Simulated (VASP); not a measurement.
# TlBi (Pm-3m) in VASP: single point with LDA

Aim: the single point of TlBi with LDA.

Program: VASP 6.6.1. These are calculated values, not measurements. Logs are shortened: lines on timing, memory, paths and dates and some standing lists are left out, and cuts for length are marked.

## (1) The structure

Symmetry: Pm-3m, No. 221, cubic system. Conventional cell: a = 3.992 Å, b = 3.992 Å, c = 3.992 Å, α = 90.00°, β = 90.00°, γ = 90.00°. Tl (site symmetry m-3m) has 8 Bi at 3.46 Å as nearest neighbours. Bi (site symmetry m-3m) has 8 Tl at 3.46 Å as nearest neighbours.

The cell comes from a database or a generator and needn't be the stable form of this composition.

## (2) Single point, LDA

INCAR

```
ALGO = Fast
EDIFF = 1E-6
ENCUT = 520
GGA = CA
ISIF = 2
ISMEAR = 1
LASPH = True
LCHARG = True
LELF = True
LREAL = False
LVHAR = True
LWAVE = False
NBANDS = 21
NELM = 100
PREC = Accurate
SIGMA = 0.1
```

KPOINTS

```
k-points
0
Gamma
  4 4 4
```

POSCAR

```
TlBi
1.0
    3.9917090000      0.0000000000      0.0000000000
    0.0000000000      3.9917090000      0.0000000000
    0.0000000000      0.0000000000      3.9917090000
Tl Bi
1 1
Direct
    0.0000000000      0.0000000000      0.0000000000
    0.5000000000      0.5000000000      0.5000000000
```

Potentials or basis: VASP PAW LDA potentials, release 64 (Tl_d, Bi_d).

Started as:

```console
$ cat potpaw_LDA.64/Tl_d/POTCAR potpaw_LDA.64/Bi_d/POTCAR > POTCAR
$ mpirun -np 1 vasp_std > vasp.out
```

OUTCAR:

```text
EDIFF = 1E-6
   ENCUT = 520
   GGA = CA
   ISIF = 2
   ISMEAR = 1
   LASPH = True
   LREAL = False
   NELM = 100
   PREC = Accurate

 ion  position               nearest neighbor table
   1  0.000  0.000  0.000-   2 3.46   2 3.46   2 3.46   2 3.46   2 3.46   2 3.46   2 3.46   2 3.46

   2  0.500  0.500  0.500-   1 3.46   1 3.46   1 3.46   1 3.46   1 3.46   1 3.46   1 3.46   1 3.46

  LATTYP: Found a simple cubic cell.
 ALAT       =     3.9917090000

  Lattice vectors:

 A1 = (   3.9917090000,   0.0000000000,   0.0000000000)
 A2 = (   0.0000000000,   3.9917090000,   0.0000000000)
 A3 = (   0.0000000000,   0.0000000000,   3.9917090000)

Analysis of symmetry for initial positions (statically):
=====================================================================
 Subroutine PRICEL returns:
 Original cell was already a primitive cell.

 Routine SETGRP: Setting up the symmetry group for a
 simple cubic supercell.

 Subroutine GETGRP returns: Found 48 space group operations
 (whereof 48 operations were pure point group operations)
 out of a pool of 48 trial point group operations.

The static configuration has the point symmetry O_h .

Analysis of symmetry for dynamics (positions and initial velocities):
=====================================================================
 Subroutine PRICEL returns:
 Original cell was already a primitive cell.

 Routine SETGRP: Setting up the symmetry group for a
 simple cubic supercell.

 Subroutine GETGRP returns: Found 48 space group operations
 (whereof 48 operations were pure point group operations)
 out of a pool of 48 trial point group operations.

The dynamic configuration has the point symmetry O_h .

 Subroutine INISYM returns: Found 48 space group operations
 (whereof 48 operations are pure point group operations),
 and found     1 'primitive' translations

----------------------------------------------------------------------------------------

                                     Primitive cell

  volume of cell :      63.6029

  direct lattice vectors                    reciprocal lattice vectors
     3.991709000  0.000000000  0.000000000     0.250519264  0.000000000  0.000000000
     0.000000000  3.991709000  0.000000000     0.000000000  0.250519264  0.000000000
     0.000000000  0.000000000  3.991709000     0.000000000  0.000000000  0.250519264

  length of vectors
     3.991709000  3.991709000  3.991709000     0.250519264  0.250519264  0.250519264

  position of ions in fractional coordinates (direct lattice)
     0.000000000  0.000000000  0.000000000
     0.500000000  0.500000000  0.500000000

  ion indices of the primitive-cell ions
   primitive index   ion index
                 1           1
                 2           2

----------------------------------------------------------------------------------------

 KPOINTS: k-points

Automatic generation of k-mesh.
 Grid dimensions read from file:
 generate k-points for:    4    4    4

 Generating k-lattice:

  Cartesian coordinates                     Fractional coordinates (reciprocal lattice)
     0.062629816  0.000000000  0.000000000     0.250000000  0.000000000  0.000000000
     0.000000000  0.062629816  0.000000000     0.000000000  0.250000000  0.000000000
     0.000000000  0.000000000  0.062629816     0.000000000  0.000000000  0.250000000

  Length of vectors
     0.062629816  0.062629816  0.062629816

  Shift w.r.t. Gamma in fractional coordinates (k-lattice)
     0.000000000  0.000000000  0.000000000

 Subroutine IBZKPT returns following result:
 ===========================================

 Found     10 irreducible k-points:

 Following reciprocal coordinates:
            Coordinates               Weight
  0.000000  0.000000  0.000000      1.000000
  0.250000  0.000000  0.000000      6.000000
  0.500000  0.000000  0.000000      3.000000
  0.250000  0.250000  0.000000     12.000000
  0.500000  0.250000  0.000000     12.000000
  0.500000  0.500000  0.000000      3.000000
  0.250000  0.250000  0.250000      8.000000
  0.500000  0.250000  0.250000     12.000000
  0.500000  0.500000  0.250000      6.000000
  0.500000  0.500000  0.500000      1.000000
   k-points           NKPTS =     10   k-points in BZ     NKDIM =     10   number of bands    NBANDS=     21
   number of dos      NEDOS =    301   number of ions     NIONS =      2
   total plane-waves  NPLWV =  27000
   dimension x,y,z NGX =    30 NGY =   30 NGZ =   30
   dimension x,y,z NGXF=    60 NGYF=   60 NGZF=   60
   ions per type =               1   1
   NGX,Y,Z   is equivalent  to a cutoff of  12.49, 12.49, 12.49 a.u.
   NGXF,Y,Z  is equivalent  to a cutoff of  24.99, 24.99, 24.99 a.u.
 SYSTEM =  unknown system
   PREC   = accura    normal or accurate (medium, high low for compatibility)
   ISTART =      0    job   : 0-new  1-cont  2-samecut
   ICHARG =      2    charge: 1-file 2-atom 10-const
   ISPIN  =      1    spin polarized calculation?
   LNONCOLLINEAR =      F non collinear calculations
   LSORBIT =      F    spin-orbit coupling
   LASPH  =      T    aspherical Exc in radial PAW
   ENCUT  =  520.0 eV  38.22 Ry    6.18 a.u.   7.42  7.42  7.42*2*pi/ulx,y,z
   NELM   =    100;   NELMIN=  2; NELMDL= -5     # of ELM steps
   EDIFF  = 0.1E-05   stopping-criterion for ELM
[... 8 lines left out ...]
   TEBEG  =    0.0;   TEEND  =   0.0 temperature during run
   PSTRESS=    0.0 pullay stress
   NELECT =      28.0000    total number of electrons
   NUPDOWN=      -1.0000    fix difference up-down
   EMIN   =  10.00;   EMAX   =-10.00  energy-range for DOS
   EFERMI =   0.00;   METHOD = LEGACY
   ISMEAR =     1;   SIGMA  =   0.10  broadening in eV -4-tet -1-fermi 0-gaus
   EFERMI_NEDOS =   21; number of points for ismear=-14 and -15
   IALGO  =     68    algorithm
   IMIX   =      4    mixing-type and parameters
     AMIX     =   0.40;   BMIX     =  1.00
     AMIX_MAG =   1.60;   BMIX_MAG =  1.00
  volume/ion in A,a.u.               =      31.80       214.61
  Fermi-wavevector in a.u.,A,eV,Ry     =   1.245380  2.353427 21.102254  1.550972
  Thomas-Fermi vector in A             =   2.379605
   LORBIT       =      0    0 simple, 1 ext, 2 COOP (PROOUT), +10 PAW based schemes
   GGA     = CA    functional components
   LHFCALC =     F    Hartree Fock is set to
   AEXX    =    0.0000 exact exchange contribution
   IVDW    =     0    specifies the selected vdW correction
   LEPSILON=     F    determine dielectric tensor
   LRPA    =     F    only Hartree local field effects (RPA)
 non-spin polarized calculation
 RMM-DIIS sequential band-by-band and
 Methfessel and Paxton  Order N= 1 SIGMA  =   0.10
  energy-cutoff  :      520.00
  volume of cell :       63.60
 maximum number of plane-waves:      1747
 NGX is ok and might be reduce to    30
   NGX = 15   NGY = 15   NGZ = 15

 number of electron      28.0000023 magnetization

 Free energy of the ion-electron system (eV)
  ---------------------------------------------------
  ext. energy  EPLUGINS =         0.00000000
  ---------------------------------------------------
  free energy    TOTEN  =        -7.32061477 eV

  energy without entropy =       -7.32103784  energy(sigma->0) =       -7.32075579

 E-fermi :   6.3863     XC(G=0): -10.2199

 val. band max:        6.2946377048   @ k =   0.5000   0.5000   0.5000
 cond. band min:       6.4414162376   @ k =   0.2500   0.0000   0.0000
 fundamental gap:      0.1467785327
 Fermi energy:         6.3863497077

 k-point     1 :       0.0000    0.0000    0.0000
  band No.  band energies     occupation
      1     -16.5582      2.00000
      2     -16.5582      2.00000
      3     -16.5319      2.00000
      4     -16.5319      2.00000
      5     -16.5319      2.00000
      6      -5.8207      2.00000
[... 13 lines left out ...]
     20      13.7668      0.00000
     21      17.5824      0.00000

 k-point     2 :       0.2500    0.0000    0.0000
  band No.  band energies     occupation
      1     -16.5574      2.00000
      2     -16.5396      2.00000
      3     -16.5370      2.00000
      4     -16.5370      2.00000
      5     -16.5312      2.00000
      6      -5.3899      2.00000
[... 13 lines left out ...]
     20      14.1180      0.00000
     21      15.2994      0.00000

 k-point     3 :       0.5000    0.0000    0.0000
  band No.  band energies     occupation
      1     -16.5565      2.00000
      2     -16.5419      2.00000
      3     -16.5419      2.00000
      4     -16.5304      2.00000
      5     -16.5209      2.00000
      6      -5.1447      2.00000
[... 13 lines left out ...]
     20      13.6139      0.00000
     21      19.2874      0.00000

 k-point     4 :       0.2500    0.2500    0.0000
  band No.  band energies     occupation
      1     -16.5480      2.00000
      2     -16.5430      2.00000
      3     -16.5369      2.00000
      4     -16.5362      2.00000
      5     -16.5297      2.00000
      6      -5.3741      2.00000
[... 13 lines left out ...]
     20      15.0409      0.00000
     21      15.0563      0.00000

 k-point     5 :       0.5000    0.2500    0.0000
  band No.  band energies     occupation
      1     -16.5490      2.00000
      2     -16.5450      2.00000
      3     -16.5419      2.00000
      4     -16.5361      2.00000
      5     -16.5133      2.00000
      6      -5.3961      2.00000
[... 13 lines left out ...]
     20      16.2050      0.00000
     21      16.5017      0.00000

 k-point     6 :       0.5000    0.5000    0.0000
  band No.  band energies     occupation
      1     -16.5561      2.00000
      2     -16.5418      2.00000
      3     -16.5418      2.00000
      4     -16.5383      2.00000
      5     -16.5007      2.00000
      6      -5.5322      2.00000
[... 13 lines left out ...]
     20      14.7809      0.00000
     21      15.3236      0.00000

 k-point     7 :       0.2500    0.2500    0.2500
  band No.  band energies     occupation
      1     -16.5428      2.00000
      2     -16.5422      2.00000
      3     -16.5422      2.00000
      4     -16.5292      2.00000
      5     -16.5292      2.00000
      6      -5.3486      2.00000
[... 13 lines left out ...]
     20      15.3628      0.00000
     21      15.8926      0.00000

 k-point     8 :       0.5000    0.2500    0.2500
  band No.  band energies     occupation
      1     -16.5489      2.00000
      2     -16.5476      2.00000
      3     -16.5418      2.00000
      4     -16.5286      2.00000
      5     -16.5103      2.00000
      6      -5.3508      2.00000
[... 13 lines left out ...]
     20      16.1738      0.00000
     21      16.6558      0.00000

 k-point     9 :       0.5000    0.5000    0.2500
  band No.  band energies     occupation
      1     -16.5546      2.00000
      2     -16.5475      2.00000
      3     -16.5475      2.00000
      4     -16.5192      2.00000
      5     -16.5004      2.00000
      6      -5.3593      2.00000
[... 13 lines left out ...]
     20      18.8629      0.00000
     21      18.8782      0.00000

 k-point    10 :       0.5000    0.5000    0.5000
  band No.  band energies     occupation
      1     -16.5532      2.00000
      2     -16.5532      2.00000
      3     -16.5532      2.00000
      4     -16.5001      2.00000
      5     -16.5001      2.00000
      6      -5.1663      2.00000
[... 13 lines left out ...]
     20      21.5806      0.00000
     21      21.5806      0.00000

------------------------ aborting loop because EDIFF is reached ----------------------------------------

  FORCE on cell =-STRESS in cart. coord.  units (eV):
  Direction    XX          YY          ZZ          XY          YZ          ZX
  --------------------------------------------------------------------------------------
  -------------------------------------------------------------------------------------
  Total       -1.9496847     -1.9496847     -1.9496847     -0.0000000     -0.0000000      0.0000000
  in kB      -49.1132126    -49.1132126    -49.1132126     -0.0000000     -0.0000000      0.0000000
  external PRESSURE =     -49.1132126 kB  Pullay stress =       0.0000000 kB

 VOLUME and BASIS-vectors are now :
 -----------------------------------------------------------------------------
  energy-cutoff  :      520.00
  volume of cell :       63.60
      direct lattice vectors                 reciprocal lattice vectors
     3.991709000  0.000000000  0.000000000     0.250519264  0.000000000  0.000000000
     0.000000000  3.991709000  0.000000000     0.000000000  0.250519264  0.000000000
     0.000000000  0.000000000  3.991709000     0.000000000  0.000000000  0.250519264

 POSITION                                       TOTAL-FORCE (eV/Angst)
 -----------------------------------------------------------------------------------
      0.00000      0.00000      0.00000         0.000000      0.000000      0.000000
      1.99585      1.99585      1.99585         0.000000      0.000000      0.000000
 -----------------------------------------------------------------------------------
    total drift:                                0.000000      0.000000      0.000000

  FREE ENERGIE OF THE ION-ELECTRON SYSTEM (eV)
  ---------------------------------------------------
  free  energy   TOTEN  =        -7.3206147688 eV

  energy  without entropy=       -7.3210378437  energy(sigma->0) =       -7.32075579
```

Run time: 10 s. Hardware: 1 thread of Intel Xeon Platinum 8488C (Sapphire Rapids), shared host; peak memory 0.14 GiB.

Results:

| Property | Result |
| --- | --- |
| Free energy | -7.3206 eV |
| Pressure | -4.9 GPa |
| Band gap on the k mesh | none (metal or under the smearing width) |

Caveat: the k mesh is coarse (spacing up to 0.39 Å⁻¹), so the values aren't converged; spin-orbit coupling is left out, which moves the levels of the heavy elements.
